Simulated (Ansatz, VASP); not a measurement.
# P in two plane-wave programs, part 2 of 2

Wanted: the spread between two codes on one cell, functional and k mesh. The structure shown comes from an earlier Ansatz run, which isn't shown and may have moved the atoms alone.

VASP 6.6.1 and Ansatz 0.2.0.

So far: Set-up; Ansatz: elastic constants, LDA.

## (3) VASP: elastic constants, LDA

Level of this step: LDA; plane waves and PAW (P) (VASP).

The same cell, functional (in two slightly different forms), mesh and smearing now go to VASP, with its own data sets.

Lines of VASP's logs that name or quote its potential files are left out, and so is its time.

INCAR

```
SYSTEM = P
PREC = Accurate
ENCUT = 500
EDIFF = 1E-08
NELM = 120
ISMEAR = 0
SIGMA = 0.1
LREAL = .FALSE.
ALGO = Normal
GGA = PW92
NBANDS = 16
LORBIT = 11
LWAVE = .FALSE.
LCHARG = .FALSE.
ISIF = 3
IBRION = 6
NFREE = 2
POTIM = 0.015
NSW = 1
LASPH = .TRUE.
GGA_COMPAT = .FALSE.
KPAR = 2
```

POSCAR

```
P
1.0
    1.6531005203     -5.0760097792      0.0000000000
    1.6531005203      5.0760097792      0.0000000000
    0.0000000000      0.0000000000      4.1294227922
P
4
Direct
    0.8934728701      0.1065271299      0.0712243162
    0.6065271299      0.3934728701      0.5712243162
    0.1065271299      0.8934728701      0.9287756838
    0.3934728701      0.6065271299      0.4287756838
```

KPOINTS

```
Automatic mesh
0
Gamma
8 8 6
0 0 0
```

PAW data sets: P (LDA family, release 64).

On the command line:

```sh
> mpirun -np 2 vasp_std
```

Numbers of over 12 decimals in the logs are rounded to 6 here.

Log:

```text
[banner, memory and clock lines left out]
running    2 mpi-ranks, on    1 nodes
 distrk:  each k-point on    1 cores,    2 groups
 distr:  one band on    1 cores,    1 groups

 POSCAR found type information on POSCAR P
 POSCAR found :  1 types and       4 ions
|                                                                             |
|               ----> ADVICE to this user running VASP <----                  |
|                                                                             |
|     You enforced a specific xc type in the INCAR file but a different       |
|     [... a line on the potential file left out ...]
|     I HOPE YOU KNOW WHAT YOU ARE DOING!                                     |
|                                                                             |

 LDA part: xc-table for (Slater(with rela. corr.)+PW92), standard interpolation
 POSCAR, INCAR and KPOINTS ok, starting setup
 FFT: planning ... GRIDC
 FFT: planning ... GRID_SOFT
 FFT: planning ... GRID
 WAVECAR not read
 entering main loop
       N       E                     dE             d eps       ncg     rms          rms(c)
DAV:   1     0.524572225806E+02    0.52457E+02   -0.82929E+03  2688   0.104E+03
DAV:   2    -0.212657743831E+02   -0.73723E+02   -0.71302E+02  3712   0.157E+02
DAV:   3    -0.243151694538E+02   -0.30494E+01   -0.30388E+01  3728   0.347E+01
DAV:   4    -0.243442220946E+02   -0.29053E-01   -0.29047E-01  3320   0.406E+00
DAV:   5    -0.243447310949E+02   -0.50900E-03   -0.50898E-03  3720   0.494E-01    0.107E+01
DAV:   6    -0.241818823730E+02    0.16285E+00   -0.88731E-02  3240   0.166E+00    0.626E+00
DAV:   7    -0.241131924828E+02    0.68690E-01   -0.13818E-01  3520   0.207E+00    0.343E-01
DAV:   8    -0.241121778502E+02    0.10146E-02   -0.13610E-02  3120   0.746E-01    0.178E-01
DAV:   9    -0.241121823604E+02   -0.45102E-05   -0.63984E-04  3624   0.161E-01    0.838E-02
DAV:  10    -0.241121671682E+02    0.15192E-04   -0.10554E-04  3336   0.562E-02    0.368E-02
DAV:  11    -0.241121666456E+02    0.52264E-06   -0.10315E-05  3320   0.220E-02    0.995E-03
DAV:  12    -0.241121666669E+02   -0.21334E-07   -0.56281E-07  3552   0.475E-03    0.330E-03
DAV:  13    -0.241121666594E+02    0.75581E-08   -0.72618E-08  3328   0.170E-03
   1 F= -.24112167E+02 E0= -.24111352E+02  d E =-.163013E-02
[... from here on, the cycles between the ionic steps are left out ...]
   2 F= -.24101152E+02 E0= -.24100268E+02  d E =-.176938E-02
   3 F= -.24103352E+02 E0= -.24102373E+02  d E =-.195719E-02
  11 F= -.24109257E+02 E0= -.24108445E+02  d E =-.162321E-02
  12 F= -.24105300E+02 E0= -.24104480E+02  d E =-.163977E-02
  13 F= -.24105300E+02 E0= -.24104480E+02  d E =-.163977E-02
  14 F= -.24110965E+02 E0= -.24110149E+02  d E =-.163248E-02
  15 F= -.24110965E+02 E0= -.24110149E+02  d E =-.163248E-02
  16 F= -.24110888E+02 E0= -.24110070E+02  d E =-.163582E-02
  17 F= -.24111572E+02 E0= -.24110768E+02  d E =-.160828E-02
  18 F= -.24111005E+02 E0= -.24110267E+02  d E =-.147468E-02
 Finite differences progress:
  Degree of freedom:   9/  9
  Displacement:        1/  2
  Total:              17/ 18
 bond charge predicted
       N       E                     dE             d eps       ncg     rms          rms(c)
DAV:   1    -0.241089715840E+02    0.20331E-02   -0.37848E-01  3768   0.338E+00    0.365E-01
DAV:   2    -0.241106185473E+02   -0.16470E-02   -0.19323E-02  5192   0.883E-01    0.934E-02
DAV:   3    -0.241105494112E+02    0.69136E-04   -0.30868E-04  4312   0.121E-01    0.557E-02
DAV:   4    -0.241105346243E+02    0.14787E-04   -0.71125E-05  5064   0.491E-02    0.290E-02
DAV:   5    -0.241105345265E+02    0.97763E-07   -0.67474E-06  4520   0.161E-02    0.148E-02
DAV:   6    -0.241105342712E+02    0.25529E-06   -0.83838E-07  4896   0.543E-03    0.425E-03
DAV:   7    -0.241105342488E+02    0.22440E-07   -0.24328E-07  4848   0.272E-03    0.566E-04
DAV:   8    -0.241105342483E+02    0.50272E-09   -0.20749E-08  3568   0.884E-04
  19 F= -.24110534E+02 E0= -.24109621E+02  d E =-.182627E-02
 Finite differences progress:
  Degree of freedom:   9/  9
  Displacement:        2/  2
  Total:              18/ 18
```

OUTCAR, selected parts (step 3):

```text
ion  position               nearest neighbor table
   1  0.893  0.107  0.071-   4 2.22   4 2.22   3 2.24
   2  0.607  0.393  0.571-   3 2.22   3 2.22   4 2.24
   3  0.107  0.893  0.929-   2 2.22   2 2.22   1 2.24
   4  0.393  0.607  0.429-   1 2.22   1 2.22   2 2.24

  LATTYP: Found a base centered orthorhombic cell.
 ALAT       =     3.3062010406
 B/A-ratio  =     3.0705995896
 C/A-ratio  =     1.2489932528

 Subroutine GETGRP returns: Found  8 space group operations
 (whereof  4 operations were pure point group operations)

The static configuration has the point symmetry C_2h.
 The point group associated with its full space group is D_2h.

 Found     84 irreducible k-points:

   k-points           NKPTS =     84   k-points in BZ     NKDIM =     84   number of bands    NBANDS=     16

   dimension x,y,z NGX =    40 NGY =   40 NGZ =   30
   dimension x,y,z NGXF=    80 NGYF=   80 NGZF=   60

   ENCUT  =  500.0 eV  36.75 Ry    6.06 a.u.   9.73  9.73  7.53*2*pi/ulx,y,z

   NELECT =      20.0000    total number of electrons

 k-points in reciprocal lattice and weights: Automatic mesh
   0.00000000  0.00000000  0.00000000       0.003
   0.12500000 -0.00000000  0.00000000       0.010
   0.25000000 -0.00000000  0.00000000       0.010
   0.37500000 -0.00000000  0.00000000       0.010
   0.50000000 -0.00000000  0.00000000       0.005
   0.12500000  0.12500000  0.00000000       0.005
   0.25000000  0.12500000  0.00000000       0.010
   0.37500000  0.12500000  0.00000000       0.010
   0.50000000  0.12500000  0.00000000       0.010
[...]
15      10.9643      0.00000
    ...

  Total       -0.1710748     -0.0993139     -0.2754199      0.0000000      0.0778363      0.0000000
  in kB       -3.9550823     -2.2960403     -6.3674389      0.0000000      1.7995000      0.0000000
  external PRESSURE =      -4.2061872 kB  Pullay stress =       0.0000000 kB

  energy-cutoff  :      500.00
  volume of cell :       69.30
      direct lattice vectors                 reciprocal lattice vectors
     1.653100520 -5.076009779  0.000000000     0.302461946 -0.098502568  0.000000000
     1.653100520  5.076009779  0.000000000     0.302461946  0.098502568  0.000000000
     0.000000000  0.000000000  4.129422792     0.000000000  0.000000000  0.242164595

 POSITION                                       TOTAL-FORCE (eV/Angst)
 -----------------------------------------------------------------------------------
      1.65310     -3.99454      0.27912         0.000000     -0.017216      0.199952
      1.65310     -1.08147      2.35883         0.000000      0.011856     -0.014760
      1.65310      3.99454      3.83531         0.000000      0.017480     -0.024935
      1.65310      1.08147      1.77060         0.000000     -0.012119     -0.160257
 -----------------------------------------------------------------------------------
    total drift:                                0.000000     -0.000014      0.000041

  FREE ENERGIE OF THE ION-ELECTRON SYSTEM (eV)
  ---------------------------------------------------
  free  energy   TOTEN  =       -24.1105342483 eV

  energy  without entropy=      -24.1087079759  energy(sigma->0) =      -24.10962111

  SYMMETRIZED ELASTIC MODULI (kBar)
 Direction    XX          YY          ZZ          XY          YZ          ZX
 --------------------------------------------------------------------------------
 XX        2029.7251    324.2704    814.9007      0.0000      0.0000      0.0000
 YY         324.2704   1974.7617    325.4429      0.0000      0.0000      0.0000
 ZZ         814.9007    325.4429   1354.6694      0.0000      0.0000      0.0000
 XY           0.0000      0.0000      0.0000    602.6910      0.0000      0.0000
 YZ           0.0000      0.0000      0.0000      0.0000    597.3367      0.0000
 ZX           0.0000      0.0000      0.0000      0.0000      0.0000   1410.8428
 --------------------------------------------------------------------------------

 Eigenvectors and eigenvalues of the dynamical matrix
 ----------------------------------------------------

   1 f  =   13.666275 THz    85.867739 2PiTHz  455.857870 cm-1    56.519147 meV
             X         Y         Z           dx          dy          dz
      1.653101 -3.994544  0.294115     0.000000    0.000007   -0.500000
      1.653101 -1.081466  2.358827    -0.000000    0.000007    0.500000
      1.653101  3.994544  3.835307     0.000000    0.000007   -0.500000
      1.653101  1.081466  1.770596    -0.000000    0.000007    0.500000

   2 f  =   13.069973 THz    82.121065 2PiTHz  435.967387 cm-1    54.053043 meV
             X         Y         Z           dx          dy          dz
      1.653101 -3.994544  0.294115     0.000000    0.178570    0.467026
      1.653101 -1.081466  2.358827    -0.000000   -0.178570    0.467026
      1.653101  3.994544  3.835307     0.000000   -0.178570   -0.467026
      1.653101  1.081466  1.770596    -0.000000    0.178570   -0.467026

   3 f  =   12.482449 THz    78.429543 2PiTHz  416.369693 cm-1    51.623239 meV
             X         Y         Z           dx          dy          dz
      1.653101 -3.994544  0.294115    -0.500000   -0.000000    0.000000
      1.653101 -1.081466  2.358827    -0.500000   -0.000000    0.000000
      1.653101  3.994544  3.835307     0.500000    0.000000   -0.000000
      1.653101  1.081466  1.770596     0.500000    0.000000   -0.000000

   4 f  =   12.364470 THz    77.688258 2PiTHz  412.434332 cm-1    51.135317 meV
             X         Y         Z           dx          dy          dz
      1.653101 -3.994544  0.294115     0.500000   -0.000000   -0.000000
      1.653101 -1.081466  2.358827    -0.500000   -0.000000   -0.000000
      1.653101  3.994544  3.835307     0.500000    0.000000    0.000000
      1.653101  1.081466  1.770596    -0.500000    0.000000    0.000000

   5 f  =   11.802670 THz    74.158365 2PiTHz  393.694707 cm-1    48.811901 meV
             X         Y         Z           dx          dy          dz
      1.653101 -3.994544  0.294115    -0.000000   -0.499140    0.029313
      1.653101 -1.081466  2.358827     0.000000   -0.499140   -0.029313
      1.653101  3.994544  3.835307    -0.000000    0.499140   -0.029313
      1.653101  1.081466  1.770596     0.000000    0.499140    0.029313

   6 f  =   10.586650 THz    66.517886 2PiTHz  353.132643 cm-1    43.782848 meV
             X         Y         Z           dx          dy          dz
      1.653101 -3.994544  0.294115    -0.000000    0.467026   -0.178570
      1.653101 -1.081466  2.358827    -0.000000   -0.467026   -0.178570
      1.653101  3.994544  3.835307     0.000000   -0.467026    0.178570
      1.653101  1.081466  1.770596     0.000000    0.467026    0.178570

   7 f  =    6.442300 THz    40.478166 2PiTHz  214.892003 cm-1    26.643201 meV
             X         Y         Z           dx          dy          dz
      1.653101 -3.994544  0.294115     0.000000    0.029313    0.499140
      1.653101 -1.081466  2.358827    -0.000000    0.029313   -0.499140
      1.653101  3.994544  3.835307    -0.000000   -0.029313   -0.499140
      1.653101  1.081466  1.770596     0.000000   -0.029313    0.499140

   8 f  =    5.339300 THz    33.547813 2PiTHz  178.099886 cm-1    22.081562 meV
             X         Y         Z           dx          dy          dz
      1.653101 -3.994544  0.294115     0.500000    0.000000   -0.000000
      1.653101 -1.081466  2.358827    -0.500000   -0.000000    0.000000
      1.653101  3.994544  3.835307    -0.500000    0.000000   -0.000000
      1.653101  1.081466  1.770596     0.500000   -0.000000   -0.000000

   9 f  =    2.104110 THz    13.220516 2PiTHz   70.185569 cm-1     8.701898 meV
             X         Y         Z           dx          dy          dz
      1.653101 -3.994544  0.294115    -0.000000    0.500000    0.000120
      1.653101 -1.081466  2.358827    -0.000000   -0.500000    0.000120
      1.653101  3.994544  3.835307    -0.000000    0.500000    0.000120
      1.653101  1.081466  1.770596    -0.000000   -0.500000    0.000120

  10 f/i=    0.000000 THz     0.000000 2PiTHz    0.000001 cm-1     0.000000 meV
             X         Y         Z           dx          dy          dz
      1.653101 -3.994544  0.294115     0.500000    0.000000   -0.000000
      1.653101 -1.081466  2.358827     0.500000    0.000000   -0.000000
      1.653101  3.994544  3.835307     0.500000    0.000000   -0.000000
      1.653101  1.081466  1.770596     0.500000    0.000000   -0.000000

  11 f/i=    0.000180 THz     0.001131 2PiTHz    0.006006 cm-1     0.000745 meV
             X         Y         Z           dx          dy          dz
      1.653101 -3.994544  0.294115     0.000000   -0.500000   -0.000007
      1.653101 -1.081466  2.358827     0.000000   -0.500000    0.000007
      1.653101  3.994544  3.835307     0.000000   -0.500000   -0.000007
      1.653101  1.081466  1.770596     0.000000   -0.500000    0.000007

  12 f/i=    0.000505 THz     0.003171 2PiTHz    0.016833 cm-1     0.002087 meV
             X         Y         Z           dx          dy          dz
      1.653101 -3.994544  0.294115    -0.000000    0.000120   -0.500000
      1.653101 -1.081466  2.358827    -0.000000   -0.000120   -0.500000
      1.653101  3.994544  3.835307    -0.000000    0.000120   -0.500000
      1.653101  1.081466  1.770596    -0.000000   -0.000120   -0.500000

 ELASTIC MODULI CONTR FROM IONIC RELAXATION (kBar)
 Direction    XX          YY          ZZ          XY          YZ          ZX
 --------------------------------------------------------------------------------
 XX        -138.9523   -209.7074   -358.8375     -0.0000      0.0000     -0.0000
 YY        -209.7074  -1172.8490   -314.3501     -0.0000      0.0000     -0.0000
 ZZ        -358.8375   -314.3501   -986.9640     -0.0000      0.0000     -0.0000
 XY          -0.0000     -0.0000     -0.0000   -419.5143      0.0000     -0.0000
 YZ           0.0000      0.0000      0.0000      0.0000   -471.2374      0.0000
 ZX          -0.0000     -0.0000     -0.0000     -0.0000      0.0000   -549.0752
 --------------------------------------------------------------------------------

 TOTAL ELASTIC MODULI (kBar)
 Direction    XX          YY          ZZ          XY          YZ          ZX
 --------------------------------------------------------------------------------
 XX        1890.7728    114.5630    456.0631     -0.0000      0.0000     -0.0000
 YY         114.5630    801.9128     11.0928     -0.0000      0.0000     -0.0000
 ZZ         456.0631     11.0928    367.7053     -0.0000      0.0000     -0.0000
 XY          -0.0000     -0.0000     -0.0000    183.1767      0.0000     -0.0000
 YZ           0.0000      0.0000      0.0000      0.0000    126.0992      0.0000
 ZX          -0.0000     -0.0000     -0.0000     -0.0000      0.0000    861.7676
 --------------------------------------------------------------------------------

 total charge
# of ion       s       p       d       tot
------------------------------------------
    1        1.088   1.379   0.000   2.468
    2        1.088   1.379   0.000   2.468
    3        1.088   1.379   0.000   2.468
    4        1.088   1.379   0.000   2.468
--------------------------------------------------
tot          4.353   5.518   0.000   9.870
```

CONTCAR:

```
P
   1.00000000000000
     1.6531005203000000   -5.0760097791999996    0.0000000000000000
     1.6531005203000000    5.0760097791999996    0.0000000000000000
     0.0000000000000000    0.0000000000000000    4.1294227921999997
  P
     4
Direct
     0.8934728700999982    0.1065271299000017    0.0675918472679438
     0.6065271299000017    0.3934728700999983    0.5712243162000021
     0.1065271299000017    0.8934728700999983    0.9287756837999979
     0.3934728700999983    0.6065271299000017    0.4287756837999979
```

Levels, forces or a CONTCAR printed for this step are those of its last displaced cell, not of the structure at rest.

## (4) Side by side

Known differences besides the potentials themselves: the cutoff is 260 eV in Ansatz and 500 eV in VASP; VASP's log shows a relativistic correction to its local exchange, Ansatz's none; VASP takes each elastic constant from one size of strain, Ansatz from those that its log lists; Ansatz's log warns that its cutoff lies below the recommended one. Total energies have different zeros and are not compared.

Both answers:

| quantity | Ansatz | VASP | difference |
| --- | --- | --- | --- |
| C11 (GPa) | 190.8 | 189.1 | +0.90 % |
| C22 (GPa) | 71.7 | 80.2 | -10.56 % |
| C33 (GPa) | 32.2 | 36.8 | -12.40 % |
| C12 (GPa) | 13.5 | 11.5 | +17.77 % |
| C13 (GPa) | 43.8 | 45.6 | -4.03 % |
| C23 (GPa) | 5.2 | 1.1 | +369.89 % |
| C44 (GPa) | 13.0 | 12.6 | +3.03 % |
| C55 (GPa) | 86.5 | 86.2 | +0.38 % |
| C66 (GPa) | 18.5 | 18.3 | +1.24 % |

## (5) Outcome

- difference in C23 (elastic constants, LDA): 370 %

The difference in C23 is 370 % (elastic constants, LDA), beyond the 5 % picked in this series as the mark of a large difference. How closely two codes agree says nothing of how well the functional describes the real material.

[Lines on the potential files, build, host, timing and source positions are cut from VASP's logs without a mark.]

[Logs are printed without paths, hosts, clocks, repeated set-up lines and the standing remarks that a program may print on its own settings, such as how far it seeks lower states.]

[Hosts, paths, dates, database ids (printed as entryN), source tags and the programs' standing remarks are cut or masked in the printed files.]
